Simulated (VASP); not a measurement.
# Lattice of Si2Ni across functionals and dispersion corrections, part 2 of 6

Which functional gives the lattice of Si2Ni as experiment finds it, and is a dearer one worth its cost? The start is a cell from a database of measured crystal structures.

VASP 6.6.1, plane waves and PAW; the level of theory is named at each step.

Still holding for the runs below: A U on the itinerant d states of such a compound is hard to justify; it moves the bands at the Fermi level.

So far. Step 2 (Magnetic order: ferromagnetic): The moments fall under 0.1 μB, and the mesh shows no gap.

## Step 3: Magnetic order: antiferromagnetic, q = (0, 0, 1/2)

This step: LDA, DFT+U (Ni d 4 eV), spin-polarised from an antiferromagnetic start; plane waves and PAW (Si, Ni) (VASP 6.6.1).

System of this step: Si2Ni. The structure is cubic, space group Fm-3m (No. 225). The conventional cell has a = 5.406 Å, b = 5.406 Å, c = 5.406 Å, α = 90.00°, β = 90.00°, γ = 90.00°. Si has 4 Ni at 2.34 Å nearest. Nearest to Ni lie 8 Si at 2.34 Å. Farther neighbours are not listed.

Next, a pattern with opposite moments, which needs a doubled cell; q is given in the reciprocal vectors of the primitive cell.

INCAR

```
SYSTEM = Si2Ni
PREC = Accurate
ENCUT = 400
EDIFF = 1E-06
NELM = 100
ISMEAR = -1
SIGMA = 0.05
LREAL = .FALSE.
ALGO = Normal
GGA = CA
NBANDS = 27
ISPIN = 2
MAGMOM = 0 0 0 0 1 -1
LDAU = .TRUE.
LDAUTYPE = 2
LDAUL = -1 2
LDAUU = 0 4
LDAUJ = 0 0
LDAUPRINT = 1
LASPH = .TRUE.
LMAXMIX = 4
LORBIT = 11
LWAVE = .FALSE.
LCHARG = .FALSE.
KPAR = 8
ISIF = 2
```

POSCAR

```
Si2Ni
1.0
    0.0000000000      2.7030000000      2.7030000000
    2.7030000000      0.0000000000      2.7030000000
    5.4060000000      5.4060000000      0.0000000000
Si Ni
4 2
Direct
    0.2500000000      0.2500000000      0.1250000000
    0.2500000000      0.2500000000      0.6250000000
    0.7500000000      0.7500000000      0.3750000000
    0.7500000000      0.7500000000      0.8750000000
    0.0000000000      0.0000000000      0.0000000000
    0.0000000000      0.0000000000      0.5000000000
```

KPOINTS

```
Automatic mesh
0
Gamma
7 7 7
0 0 0
```

The projector-augmented-wave data sets are Si and Ni (PBE family, release 64).

Command:

```
> mpirun -np 8 vasp_std
```

What it wrote:

```text
[banner, memory and clock lines left out]
running    8 mpi-ranks, on    1 nodes
 distrk:  each k-point on    1 cores,    8 groups
 distr:  one band on    1 cores,    1 groups

 POSCAR found type information on POSCAR SiNi
 POSCAR found :  2 types and       6 ions
 [... a notice as in an earlier step ...]

 [... a notice as in an earlier step ...]

 LDA part: xc-table for (Slater(with rela. corr.)+CA(PZ))
 , standard interpolation
 POSCAR, INCAR and KPOINTS ok, starting setup
 FFT: planning ... GRIDC
 FFT: planning ... GRID_SOFT
 FFT: planning ... GRID
 WAVECAR not read
 entering main loop
       N       E                     dE             d eps       ncg     rms          rms(c)
DAV:   1     0.176702497174E+03    0.17670E+03   -0.13025E+04  4784   0.114E+03
DAV:   2    -0.235236283848E+02   -0.20023E+03   -0.18996E+03  4810   0.263E+02
DAV:   3    -0.367245307202E+02   -0.13201E+02   -0.12872E+02  5765   0.827E+01
DAV:   4    -0.370417814171E+02   -0.31725E+00   -0.31558E+00  5926   0.118E+01
DAV:   5    -0.370499698776E+02   -0.81885E-02   -0.81844E-02  6019   0.197E+00    0.199E+01
DAV:   6    -0.404385763625E+02   -0.33886E+01   -0.47499E+01  5316   0.127E+02    0.205E+01
DAV:   7    -0.349488698632E+02    0.54897E+01   -0.15922E+01  5733   0.860E+01    0.416E+00
DAV:   8    -0.350134232850E+02   -0.64553E-01   -0.21075E+00  7181   0.140E+01    0.367E+00
DAV:   9    -0.348952097804E+02    0.11821E+00   -0.43667E-01  5420   0.114E+01    0.631E-01
DAV:  10    -0.348981357954E+02   -0.29260E-02   -0.26452E-02  7240   0.234E+00    0.320E-01
DAV:  11    -0.348980382654E+02    0.97530E-04   -0.15347E-03  5915   0.408E-01    0.154E-01
DAV:  12    -0.348980361995E+02    0.20660E-05   -0.31995E-04  6962   0.270E-01    0.709E-02
DAV:  13    -0.348980584188E+02   -0.22219E-04   -0.67025E-05  6438   0.122E-01    0.177E-02
DAV:  14    -0.348980615984E+02   -0.31796E-05   -0.51512E-06  5418   0.344E-02    0.679E-03
DAV:  15    -0.348980618805E+02   -0.28203E-06   -0.60200E-07  2992   0.124E-02
   1 F= -.34898062E+02 E0= -.34892048E+02  d E =-.120268E-01  mag=    -0.0000
```

It took 31 s on 8 MPI ranks of AMD EPYC 7R43, shared host; peak memory 1.8 GiB; 3.9 min of CPU time.

From OUTCAR (step 3):

```text
  LATTYP: Found a trigonal (rhomboedric) cell.
 ALAT       =     6.6209707747
 COS(alpha) =     0.8333333333

 Subroutine GETGRP returns: Found 12 space group operations
 (whereof 12 operations were pure point group operations)

The static configuration has the point symmetry D_3d.

 Found     44 irreducible k-points:

   k-points           NKPTS =     44   k-points in BZ     NKDIM =     44   number of bands    NBANDS=     27

   dimension x,y,z NGX =    28 NGY =   28 NGZ =   50
   dimension x,y,z NGXF=    56 NGYF=   56 NGZF=  100

   ENCUT  =  400.0 eV  29.40 Ry    5.42 a.u.   6.23  6.23 12.47*2*pi/ulx,y,z

   NELECT =      36.0000    total number of electrons

atom =   5  type =  2  l = 2

 onsite density matrix

spin component  1

  0.8535 -0.0001  0.0001 -0.0001 -0.0000
 -0.0001  0.8535  0.0000  0.0001 -0.0001
  0.0001  0.0000  0.9039  0.0000  0.0000
 -0.0001  0.0001  0.0000  0.8535  0.0001
 -0.0000 -0.0001  0.0000  0.0001  0.9039

spin component  2

 occupancies and eigenvectors

  o =  0.8534  v =  0.0000  0.0000  0.0000  0.0000  0.0000 -0.2006  0.5851  0.0004 -0.7857  0.0014      0.0000  0.0000  0.0000  0.0000  0.0000  0.0000  0.0000  0.0000  0.0000  0.0000
  o =  0.8534  v =  0.0000  0.0000  0.0000  0.0000  0.0000 -0.7915 -0.5695  0.0014 -0.2220 -0.0004      0.0000  0.0000  0.0000  0.0000  0.0000  0.0000  0.0000  0.0000  0.0000  0.0000
  o =  0.8534  v = -0.0386  0.6870  0.0001 -0.7256  0.0015  0.0000  0.0000  0.0000  0.0000  0.0000      0.0000  0.0000  0.0000  0.0000  0.0000  0.0000  0.0000  0.0000  0.0000  0.0000
  o =  0.8534  v = -0.8156 -0.4412  0.0015 -0.3743 -0.0001  0.0000  0.0000  0.0000  0.0000  0.0000      0.0000  0.0000  0.0000  0.0000  0.0000  0.0000  0.0000  0.0000  0.0000  0.0000
  o =  0.8536  v =  0.0000  0.0000  0.0000  0.0000  0.0000 -0.5774  0.5774  0.0000  0.5774  0.0000      0.0000  0.0000  0.0000  0.0000  0.0000  0.0000  0.0000  0.0000  0.0000  0.0000
  o =  0.8537  v = -0.5774  0.5774  0.0000  0.5774  0.0000  0.0000  0.0000  0.0000  0.0000  0.0000      0.0000  0.0000  0.0000  0.0000  0.0000  0.0000  0.0000  0.0000  0.0000  0.0000
  o =  0.9039  v =  0.0000  0.0000  0.0000  0.0000  0.0000  0.0000 -0.0011  0.0000  0.0011  1.0000      0.0000  0.0000  0.0000  0.0000  0.0000  0.0000  0.0000  0.0000  0.0000  0.0000
  o =  0.9039  v =  0.0000  0.0000  0.0000  0.0000  0.0000  0.0012  0.0006  1.0000  0.0006 -0.0000      0.0000  0.0000  0.0000  0.0000  0.0000  0.0000  0.0000  0.0000  0.0000  0.0000
  o =  0.9039  v =  0.0000 -0.0011  0.0000  0.0011  1.0000  0.0000  0.0000  0.0000  0.0000  0.0000      0.0000  0.0000  0.0000  0.0000  0.0000  0.0000  0.0000  0.0000  0.0000  0.0000
  o =  0.9039  v =  0.0012  0.0006  1.0000  0.0006 -0.0000  0.0000  0.0000  0.0000  0.0000  0.0000      0.0000  0.0000  0.0000  0.0000  0.0000  0.0000  0.0000  0.0000  0.0000  0.0000

atom =   6  type =  2  l = 2

 onsite density matrix

spin component  1

  0.8535 -0.0001  0.0001 -0.0001 -0.0000
 -0.0001  0.8535  0.0000  0.0001 -0.0001
  0.0001  0.0000  0.9039  0.0000 -0.0000
 -0.0001  0.0001  0.0000  0.8535  0.0001
 -0.0000 -0.0001 -0.0000  0.0001  0.9039

spin component  2

 occupancies and eigenvectors

  o =  0.8534  v = -0.7873 -0.2061  0.0014 -0.5812  0.0004  0.0000  0.0000  0.0000  0.0000  0.0000      0.0000  0.0000  0.0000  0.0000  0.0000  0.0000  0.0000  0.0000  0.0000  0.0000
  o =  0.8534  v = -0.2166 -0.7901  0.0004  0.5735 -0.0014  0.0000  0.0000  0.0000  0.0000  0.0000      0.0000  0.0000  0.0000  0.0000  0.0000  0.0000  0.0000  0.0000  0.0000  0.0000
  o =  0.8534  v =  0.0000  0.0000  0.0000  0.0000  0.0000 -0.1467  0.6222  0.0003 -0.7690  0.0015      0.0000  0.0000  0.0000  0.0000  0.0000  0.0000  0.0000  0.0000  0.0000  0.0000
  o =  0.8534  v =  0.0000  0.0000  0.0000  0.0000  0.0000 -0.8032 -0.5287  0.0015 -0.2745 -0.0003      0.0000  0.0000  0.0000  0.0000  0.0000  0.0000  0.0000  0.0000  0.0000  0.0000
  o =  0.8536  v =  0.5774 -0.5774  0.0000 -0.5774 -0.0000  0.0000  0.0000  0.0000  0.0000  0.0000      0.0000  0.0000  0.0000  0.0000  0.0000  0.0000  0.0000  0.0000  0.0000  0.0000
  o =  0.8537  v =  0.0000  0.0000  0.0000  0.0000  0.0000  0.5774 -0.5774 -0.0000 -0.5774 -0.0000      0.0000  0.0000  0.0000  0.0000  0.0000  0.0000  0.0000  0.0000  0.0000  0.0000
  o =  0.9039  v = -0.0012 -0.0006 -1.0000 -0.0006  0.0000  0.0000  0.0000  0.0000  0.0000  0.0000      0.0000  0.0000  0.0000  0.0000  0.0000  0.0000  0.0000  0.0000  0.0000  0.0000
  o =  0.9039  v =  0.0000 -0.0011  0.0000  0.0011  1.0000  0.0000  0.0000  0.0000  0.0000  0.0000      0.0000  0.0000  0.0000  0.0000  0.0000  0.0000  0.0000  0.0000  0.0000  0.0000
  o =  0.9039  v =  0.0000  0.0000  0.0000  0.0000  0.0000 -0.0012 -0.0006 -1.0000 -0.0006  0.0000      0.0000  0.0000  0.0000  0.0000  0.0000  0.0000  0.0000  0.0000  0.0000  0.0000
  o =  0.9039  v =  0.0000  0.0000  0.0000  0.0000  0.0000  0.0000 -0.0011  0.0000  0.0011  1.0000      0.0000  0.0000  0.0000  0.0000  0.0000  0.0000  0.0000  0.0000  0.0000  0.0000

 E-fermi :   9.9347

 spin component 1
 k-point     1 :       0.0000    0.0000    0.0000
  band No.  band energies     occupation
    ...
     12       6.1714      1.00000
     13       6.1714      1.00000
     14       8.8036      1.00000
     15       8.8036      1.00000
     16       9.7571      0.97213
     17      11.6591      0.00000
     18      11.6591      0.00000
     19      11.6595      0.00000
     20      11.7642      0.00000
     21      11.7643      0.00000
    ...

 k-point     2 :       0.1429    0.0000    0.0000
  band No.  band energies     occupation
    ...
     12       6.1037      1.00000
     13       6.1686      1.00000
     14       7.8598      1.00000
     15       8.1692      1.00000
     16       8.8667      1.00000
     17      10.6696      0.00000
     18      10.7614      0.00000
     19      10.8153      0.00000
     20      10.8169      0.00000
     21      12.7363      0.00000
    ...

 k-point     3 :       0.2857    0.0000    0.0000
  band No.  band energies     occupation
    ...
     14       7.0280      1.00000
     15       7.1032      1.00000
     16       7.1770      1.00000
     17       9.7522      0.97465
     18       9.7549      0.97331
     19      10.0509      0.08920
     20      11.3383      0.00000
     21      12.2917      0.00000
     22      12.2927      0.00000
     23      13.3200      0.00000
    ...

 k-point     4 :       0.4286    0.0000    0.0000
  band No.  band energies     occupation
    ...
     15       6.4319      1.00000
     16       6.5057      1.00000
     17       8.9332      1.00000
     18       8.9364      1.00000
     19       9.5074      0.99981
     20      11.6295      0.00000
     21      11.7923      0.00000
     22      11.8196      0.00000
     23      11.8211      0.00000
     24      12.7414      0.00000
    ...

  Total       -3.8663355     -3.8663355     -3.8663355     -0.0074947      0.0074947      0.0074947
  in kB      -78.4173196    -78.4173196    -78.4173196     -0.1520081      0.1520081      0.1520081
  external PRESSURE =     -78.4173196 kB  Pullay stress =       0.0000000 kB

  energy-cutoff  :      400.00
  volume of cell :       78.99
      direct lattice vectors                 reciprocal lattice vectors
     0.000000000  2.703000000  2.703000000    -0.184979652  0.184979652  0.184979652
     2.703000000  0.000000000  2.703000000     0.184979652 -0.184979652  0.184979652
     5.406000000  5.406000000  0.000000000     0.092489826  0.092489826 -0.092489826

 POSITION                                       TOTAL-FORCE (eV/Angst)
 -----------------------------------------------------------------------------------
      1.35150      1.35150      1.35150         0.003702      0.003702     -0.003702
      4.05450      4.05450      1.35150         0.003702      0.003702     -0.003702
      4.05450      4.05450      4.05450        -0.003702     -0.003702      0.003702
      6.75750      6.75750      4.05450        -0.003702     -0.003702      0.003702
      0.00000      0.00000      0.00000         0.000000      0.000000      0.000000
      2.70300      2.70300      0.00000         0.000000      0.000000      0.000000
 -----------------------------------------------------------------------------------
    total drift:                               -0.000000      0.000000      0.000000

  FREE ENERGIE OF THE ION-ELECTRON SYSTEM (eV)
  ---------------------------------------------------
  free  energy   TOTEN  =       -34.8980618805 eV

  energy  without entropy=      -34.8860350780  energy(sigma->0) =      -34.89204848

 total charge
# of ion       s       p       d       tot
------------------------------------------
    1        0.746   0.832   0.000   1.577
    2        0.746   0.832   0.000   1.577
    3        0.746   0.832   0.000   1.577
    4        0.746   0.832   0.000   1.577
    5        0.547   0.766   8.697  10.011
    6        0.547   0.766   8.697  10.011
--------------------------------------------------
tot          4.077   4.860  17.394  26.331

 magnetization (x)
# of ion       s       p       d       tot
------------------------------------------
    1        0.000   0.000   0.000   0.000
    2       -0.000  -0.000   0.000  -0.000
    3       -0.000  -0.000   0.000  -0.000
    4        0.000   0.000   0.000   0.000
    5       -0.000  -0.000   0.000   0.000
    6        0.000   0.000  -0.000  -0.000
--------------------------------------------------
tot          0.000   0.000   0.000   0.000

[... 6 further parts left out ...]
```

At this level the cell is under a tension of 7.8 GPa, so at these settings it is away from equilibrium.

Numbers from this step:

| Quantity | Value |
| --- | --- |
| SCF cycles | 15 |
| electrons | 36 |
| bands | 27 |
| irreducible k-points | 44 |
| symmetry operations | 12 |
| free energy (TOTEN) | -34.90 eV |
| energy at zero smearing | -34.89 eV |
| Fermi energy | 9.935 eV |
| pressure | -7.842 GPa |

The spin moment in the PAW sphere vanishes on all atoms.

The energy lies -0.5 meV an atom from the first pattern, a difference of sampling, since both runs hold the same state. The moments fall under 0.1 μB, and the mesh shows no gap.

(Continued in part 3 of 6.)

[Lines on the potential files, build, host, timing and source positions are cut from VASP's logs without a mark.]

[Logs are printed without paths, hosts, clocks, repeated set-up lines and the standing remarks that a program may print on its own settings, such as how far it seeks lower states.]

[Hosts, paths, dates, database ids (printed as entryN), source tags and the programs' standing remarks are cut or masked in the printed files.]

[A measured line is paired with the nearest computed mode of its activity, which favours agreement.]
